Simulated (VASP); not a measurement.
GaIn₃N₄ (ordered alloy cell): computed properties

Computed with PBEsol GGA, VASP's PBE PAW potentials (set 64) (plane waves; VASP).

- space group = Amm2 (38)
- cell = a = 3.436 Å, b = 6.887 Å, c = 9.754 Å, α = β = γ = 90.00°
- volume per atom = 14.42 Å³/atom
- band gap (over mesh and band path) = none (metal, semimetal or under 0.01 eV)
- density = 6.77 g/cm³

```xyz
8
Lattice="-0.0055 4.8642 4.8768 4.8642 -0.0055 4.8768 2.4294 2.4294 0.0000" Properties=species:S:1:pos:R:3 pbc="T T T"
In     4.8587     4.8587     9.7472
In     4.8582     7.2886     7.3165
In     7.2886     4.8582     7.3165
N      1.2147     1.2147     1.2201
N      3.5715     1.2872     3.7345
N      1.2872     3.5715     3.7345
N      3.6440     3.6440     5.9574
Ga     2.4294     2.4294     4.8639
```

Unless said otherwise, spin-orbit coupling is left out, though it shifts the bands of the heavy elements here.

The structure was generated: GaIn3N4 was put into an ordered model structure (Amm2), which need not be its known phase. It was relaxed first. Symmetry was kept, so distortions that lower it aren't found.
